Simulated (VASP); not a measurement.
# Band gap of MgS (Niningerite) at several levels of theory, part 2 of 2

Aim: the gap of MgS (Niningerite) on one structure at many levels of theory. The starting structure is a measured crystal structure from the Crystallography Open Database. Cell and atoms stay as given. Meshes and data sets differ where the inputs say so.

VASP 6.6.1.

Results so far: LDA 2.558 eV; PBE 2.776 eV; r2SCAN 3.434 eV; TB-mBJ 3.987 eV.

**6. Bands with HSE06**

Level of this step: HSE06; plane waves and PAW (S, Mg) (VASP).

HSE06 mixes in a quarter of exact exchange at short range, at far higher cost; in semiconductors this cures much of the gap error, while metals seldom gain. This run uses a 5×5×5 mesh. Its starting orbitals come from a semilocal run on the same mesh, not shown.

INCAR reads:

```
SYSTEM = MgS
PREC = Accurate
ENCUT = 350
EDIFF = 1E-06
NELM = 100
ISMEAR = 0
SIGMA = 0.03
LREAL = .FALSE.
ALGO = Normal
LHFCALC = .TRUE.
AEXX = 0.25
GGA = PE
HFSCREEN = 0.2
LASPH = .TRUE.
NBANDS = 10
PRECFOCK = Fast
LORBIT = 11
LWAVE = .FALSE.
LCHARG = .FALSE.
KPAR = 4
```

POSCAR reads:

```
MgS
1.0
    0.0000000000      2.6016500000      2.6016500000
    2.6016500000      0.0000000000      2.6016500000
    2.6016500000      2.6016500000      0.0000000000
S Mg
1 1
Direct
    0.5000000000      0.5000000000      0.5000000000
    0.0000000000      0.0000000000      0.0000000000
```

KPOINTS reads:

```
Automatic mesh
0
Gamma
5 5 5
0 0 0
```

KPOINTS_OPT reads:

```
Line mode
10
Line-mode
Reciprocal
  0.00000000   0.00000000   0.00000000 GAMMA
  0.50000000   0.00000000   0.50000000 X

  0.50000000   0.00000000   0.50000000 X
  0.50000000   0.25000000   0.75000000 W

  0.50000000   0.25000000   0.75000000 W
  0.37500000   0.37500000   0.75000000 K

  0.37500000   0.37500000   0.75000000 K
  0.00000000   0.00000000   0.00000000 GAMMA

  0.00000000   0.00000000   0.00000000 GAMMA
  0.50000000   0.50000000   0.50000000 L

  0.50000000   0.50000000   0.50000000 L
  0.62500000   0.25000000   0.62500000 U

  0.62500000   0.25000000   0.62500000 U
  0.50000000   0.25000000   0.75000000 W

  0.50000000   0.25000000   0.75000000 W
  0.50000000   0.50000000   0.50000000 L

  0.50000000   0.50000000   0.50000000 L
  0.37500000   0.37500000   0.75000000 K

  0.62500000   0.25000000   0.62500000 U
  0.50000000   0.00000000   0.50000000 X
```

The projector-augmented-wave data sets are S and Mg (PBE family, release 64).

Launch:

```bash
$ mpirun -np 4 vasp_std
```

Numbers of over 12 decimals in the logs are rounded to 6 here.

The log of the run:

```text
[banner, memory and clock lines left out]
running    4 mpi-ranks, on    1 nodes
[...]
LDA part: xc-table for (Slater+PW92), standard interpolation
 found WAVECAR, reading the header
 POSCAR, INCAR and KPOINTS ok, starting setup
[...]
reading WAVECAR
 the WAVECAR file was read successfully
 initial charge from wavefunction
 entering main loop
       N       E                     dE             d eps       ncg     rms          rms(c)
DAV:   1    -0.989939744364E+01   -0.98994E+01   -0.63015E-01   202   0.493E+00    0.230E+00
DAV:   2    -0.990157300479E+01   -0.21756E-02   -0.93786E-03   264   0.732E-01    0.173E+00
DAV:   3    -0.989983350898E+01    0.17395E-02   -0.15099E-03   204   0.191E-01    0.105E+00
DAV:   4    -0.989936683246E+01    0.46668E-03   -0.53181E-04   214   0.115E-01    0.618E-01
[...]
DAV:   9    -0.989911560904E+01    0.32817E-05   -0.88216E-07   152   0.700E-03    0.273E-02
DAV:  10    -0.989911430508E+01    0.13040E-05   -0.39567E-07   100   0.508E-03    0.136E-02
DAV:  11    -0.989911376902E+01    0.53606E-06   -0.15449E-07   102   0.326E-03
   1 F= -.98991138E+01 E0= -.98991138E+01  d E =-.626731E-12
 Start KPOINTS_OPT (optional k-point list driver)
k-point batch [1-10\100]
       N       E                     dE             ncg
DAV:   1     0.207895473269E+03   -0.13353E+04      200
DAV:   2    -0.842985047538E+02   -0.29219E+03      262
DAV:   3    -0.106956691443E+03   -0.22658E+02      254
DAV:   4    -0.107223760481E+03   -0.26707E+00      250
DAV:   5    -0.107225520455E+03   -0.17600E-02      252
DAV:   6    -0.107225529995E+03   -0.95396E-05      260
DAV:   7    -0.107225530088E+03   -0.92928E-07      220
[...]
k-point batch [91-100\100]
       N       E                     dE             ncg
DAV:   1     0.780403312989E+02   -0.27728E+04      208
DAV:   2    -0.157553705163E+03   -0.23559E+03      282
DAV:   3    -0.170523982517E+03   -0.12970E+02      266
DAV:   4    -0.170666689835E+03   -0.14271E+00      290
DAV:   5    -0.170667394193E+03   -0.70436E-03      302
DAV:   6    -0.170667397672E+03   -0.34790E-05      282
DAV:   7    -0.170667397683E+03   -0.10824E-07      266
```

Run time: 78 s. Hardware: 4 MPI ranks of Intel Xeon Platinum 8488C (Sapphire Rapids), shared host; peak memory 0.95 GiB.

OUTCAR, selected parts (step 6):

```text
 POSITION                                       TOTAL-FORCE (eV/Angst)
 -----------------------------------------------------------------------------------
      2.60165      2.60165      2.60165        -0.000000      0.000000      0.000000
      0.00000      0.00000      0.00000         0.000000     -0.000000     -0.000000
 -----------------------------------------------------------------------------------
    total drift:                               -0.000189      0.000390      0.001184

  FREE ENERGIE OF THE ION-ELECTRON SYSTEM (eV)
  ---------------------------------------------------
  free  energy   TOTEN  =        -9.8991137690 eV

  energy  without entropy=       -9.8991137690  energy(sigma->0) =       -9.89911377

[... 1 part as in an earlier step ...]

[... 2 further parts left out ...]
[key lines of the parts left out:]
E-fermi :   3.1902
```

HSE06 gives a least gap of 3.772 eV, and a least direct gap of 4.818 eV. The least gap is +1.213 eV from that of LDA, on another mesh, which alone can move a gap by some hundredths of an eV.

**7. Bands with PBE0**

PBE0 keeps a quarter of exact exchange at all ranges; it tends to overshoot small gaps. This run uses a 5×5×5 mesh. It starts from the orbitals of an earlier run, not shown.

Edit INCAR of step 6 so:

```diff
@@ -12,3 +12,2 @@
 GGA = PE
-HFSCREEN = 0.2
 LASPH = .TRUE.
@@ -16,2 +15,3 @@
 PRECFOCK = Fast
+HFRCUT = -1
 LORBIT = 11
```

POSCAR is that of step 6.

KPOINTS is that of step 6.

KPOINTS_OPT is that of step 6.

Launch:

```bash
$ mpirun -np 4 vasp_std
```

The log of the run:

```text
[banner, memory and clock lines left out]
running    4 mpi-ranks, on    1 nodes
[...]
LDA part: xc-table for (Slater+PW92), standard interpolation
 found WAVECAR, reading the header
 POSCAR, INCAR and KPOINTS ok, starting setup
[...]
HFRCUT set to (new)   10.167152
 reading WAVECAR
 the WAVECAR file was read successfully
 initial charge from wavefunction
 entering main loop
       N       E                     dE             d eps       ncg     rms          rms(c)
DAV:   1    -0.104323179034E+02   -0.10432E+02   -0.64041E-01   202   0.499E+00    0.224E+00
DAV:   2    -0.104369460092E+02   -0.46281E-02   -0.12456E-02   264   0.778E-01    0.171E+00
DAV:   3    -0.104350114716E+02    0.19345E-02   -0.15095E-03   206   0.207E-01    0.104E+00
DAV:   4    -0.104344810724E+02    0.53040E-03   -0.71923E-04   214   0.132E-01    0.622E-01
[...]
DAV:   9    -0.104342229742E+02    0.35756E-05   -0.96960E-07   152   0.736E-03    0.283E-02
DAV:  10    -0.104342215775E+02    0.13967E-05   -0.41530E-07   100   0.520E-03    0.141E-02
DAV:  11    -0.104342210168E+02    0.56073E-06   -0.15863E-07   102   0.326E-03
   1 F= -.10434221E+02 E0= -.10434221E+02  d E =-.181880E-12
 Start KPOINTS_OPT (optional k-point list driver)
k-point batch [1-10\100]
       N       E                     dE             ncg
DAV:   1     0.187144304521E+03   -0.13560E+04      200
DAV:   2    -0.114741544295E+03   -0.30189E+03      246
DAV:   3    -0.137773137341E+03   -0.23032E+02      254
DAV:   4    -0.138059309240E+03   -0.28617E+00      250
DAV:   5    -0.138061266840E+03   -0.19576E-02      244
DAV:   6    -0.138061278246E+03   -0.11406E-04      262
DAV:   7    -0.138061278348E+03   -0.10243E-06      228
[...]
k-point batch [91-100\100]
       N       E                     dE             ncg
DAV:   1     0.494671649713E+02   -0.28014E+04      208
DAV:   2    -0.189246507291E+03   -0.23871E+03      276
DAV:   3    -0.201986706402E+03   -0.12740E+02      262
DAV:   4    -0.202128614825E+03   -0.14191E+00      290
DAV:   5    -0.202129282762E+03   -0.66794E-03      294
DAV:   6    -0.202129286351E+03   -0.35891E-05      284
DAV:   7    -0.202129286379E+03   -0.28080E-07      264
```

Wall time 65 s (4 MPI ranks); peak memory 0.62 GiB.

OUTCAR, selected parts (step 7):

```text
 POSITION                                       TOTAL-FORCE (eV/Angst)
 -----------------------------------------------------------------------------------
      2.60165      2.60165      2.60165         0.000000      0.000000      0.000000
      0.00000      0.00000      0.00000        -0.000000     -0.000000      0.000000
 -----------------------------------------------------------------------------------
    total drift:                                0.000000      0.000000     -0.000000

  FREE ENERGIE OF THE ION-ELECTRON SYSTEM (eV)
  ---------------------------------------------------
  free  energy   TOTEN  =       -10.4342210168 eV

  energy  without entropy=      -10.4342210168  energy(sigma->0) =      -10.43422102

[... 2 parts as in an earlier step ...]

[... 1 further part left out ...]
[key lines of the parts left out:]
E-fermi :   2.8271
```

PBE0 gives a least gap of 4.488 eV, and a least direct gap of 5.513 eV. The least gap is +1.929 eV from that of LDA, on another mesh, which alone can move a gap by some hundredths of an eV.

**8. Bands with r2SCAN-EpsX**

Here the share of exact exchange is set to the inverse of the computed dielectric constant, since screening weakens exchange. This run uses a 5×5×5 mesh. It starts from the orbitals of an earlier run, not shown.

Edit INCAR of step 7 so:

```diff
@@ -10,4 +10,4 @@
 LHFCALC = .TRUE.
-AEXX = 0.25
-GGA = PE
+AEXX = 0.181
+METAGGA = R2SCAN
 LASPH = .TRUE.
```

POSCAR is that of step 7.

KPOINTS is that of step 7.

KPOINTS_OPT is that of step 7.

Launch:

```bash
$ mpirun -np 4 vasp_std
```

The log of the run:

```text
[banner, memory and clock lines left out]
running    4 mpi-ranks, on    1 nodes
[...]
[... a notice as in an earlier step ...]

 LDA part: xc-table for (None), standard interpolation
 found WAVECAR, reading the header
 POSCAR, INCAR and KPOINTS ok, starting setup
[...]
HFRCUT set to (new)   10.167152
 reading WAVECAR
 the WAVECAR file was read successfully
 initial charge from wavefunction
 entering main loop
       N       E                     dE             d eps       ncg     rms          rms(c)
DAV:   1    -0.156051075300E+02   -0.15605E+02   -0.11813E+00   218   0.695E+00    0.279E+00
DAV:   2    -0.156122438177E+02   -0.71363E-02   -0.20274E-02   260   0.105E+00    0.212E+00
DAV:   3    -0.156094090537E+02    0.28348E-02   -0.25784E-03   204   0.264E-01    0.131E+00
DAV:   4    -0.156086260260E+02    0.78303E-03   -0.10040E-03   214   0.163E-01    0.810E-01
[...]
DAV:  10    -0.156082396325E+02    0.29424E-05   -0.40924E-07   100   0.524E-03    0.253E-02
DAV:  11    -0.156082382773E+02    0.13551E-05   -0.20500E-07   104   0.408E-03    0.132E-02
DAV:  12    -0.156082376394E+02    0.63787E-06   -0.74194E-08   102   0.247E-03
   1 F= -.15608238E+02 E0= -.15608238E+02  d E =-.767501E-24
 Start KPOINTS_OPT (optional k-point list driver)
k-point batch [1-10\100]
       N       E                     dE             ncg
DAV:   1     0.199267418337E+03   -0.13439E+04      200
DAV:   2    -0.105716949272E+03   -0.30498E+03      252
DAV:   3    -0.126053275559E+03   -0.20336E+02      260
DAV:   4    -0.126270715367E+03   -0.21744E+00      248
DAV:   5    -0.126272013209E+03   -0.12978E-02      252
DAV:   6    -0.126272021509E+03   -0.83007E-05      252
DAV:   7    -0.126272021622E+03   -0.11237E-06      228
[...]
k-point batch [91-100\100]
       N       E                     dE             ncg
DAV:   1     0.624087703852E+02   -0.27885E+04      208
DAV:   2    -0.178208499796E+03   -0.24062E+03      284
DAV:   3    -0.189468302000E+03   -0.11260E+02      262
DAV:   4    -0.189577994349E+03   -0.10969E+00      284
DAV:   5    -0.189578438903E+03   -0.44455E-03      296
DAV:   6    -0.189578441410E+03   -0.25076E-05      298
DAV:   7    -0.189578441436E+03   -0.25383E-07      276
```

The job ended after 72 s (4 MPI ranks; peak memory 0.63 GiB).

Parts of OUTCAR (step 8):

```text
 POSITION                                       TOTAL-FORCE (eV/Angst)
 -----------------------------------------------------------------------------------
      2.60165      2.60165      2.60165         0.000000      0.000000      0.000000
      0.00000      0.00000      0.00000        -0.000000     -0.000000     -0.000000
 -----------------------------------------------------------------------------------
    total drift:                                0.000000      0.000000     -0.000000

  FREE ENERGIE OF THE ION-ELECTRON SYSTEM (eV)
  ---------------------------------------------------
  free  energy   TOTEN  =       -15.6082376394 eV

  energy  without entropy=      -15.6082376394  energy(sigma->0) =      -15.60823764

[... 2 parts as in an earlier step ...]

[... 1 further part left out ...]
[key lines of the parts left out:]
E-fermi :   3.0262
```

r2SCAN-EpsX gives a least gap of 4.498 eV, and a least direct gap of 5.664 eV. The least gap is +1.940 eV from that of LDA, on another mesh, which alone can move a gap by some hundredths of an eV.

**9. Comparison**

```csv
level,gap (eV),least direct gap (eV),mesh,core minutes
LDA,2.558,3.491,8×8×8,0.28
PBE,2.776,3.71,8×8×8,0.333
r2SCAN,3.434,4.616,8×8×8,0.987
TB-mBJ,3.987,5.07,8×8×8,1.19
HSE06,3.772,4.818,5×5×5,5.2
PBE0,4.488,5.513,5×5×5,4.33
r2SCAN-EpsX,4.498,5.664,5×5×5,4.8
```

Core minutes are wall time times ranks of the run shown, on a shared host.

**10. Summary of results**

```json
{
  "gap, LDA": "2.558 eV",
  "gap, PBE": "2.776 eV",
  "gap, r2SCAN": "3.434 eV",
  "gap, TB-mBJ": "3.987 eV",
  "gap, HSE06": "3.772 eV",
  "gap, PBE0": "4.488 eV",
  "gap, r2SCAN-EpsX": "4.498 eV"
}
```

**Reading.** Without spin-orbit coupling the gap of MgS (Niningerite) runs from 2.558 eV (LDA) to 4.498 eV (r2SCAN-EpsX). HSE06 gives +1.00 eV from PBE, on another mesh, which alone can move a gap by some hundredths of an eV. TB-mBJ lies +0.22 eV from HSE06, on another mesh, which alone can move a gap by some hundredths of an eV. These are gaps between Kohn-Sham or generalised Kohn-Sham levels of a static lattice, without excitons or temperature. Further runs on this material are not shown.

[Lines on the potential files, build, host, timing and source positions are cut from VASP's logs without a mark.]

[Logs are printed without paths, hosts, clocks, repeated set-up lines and the standing remarks that a program may print on its own settings, such as how far it seeks lower states.]

[Hosts, paths, dates, database ids (printed as entryN), source tags and the programs' standing remarks are cut or masked in the printed files.]
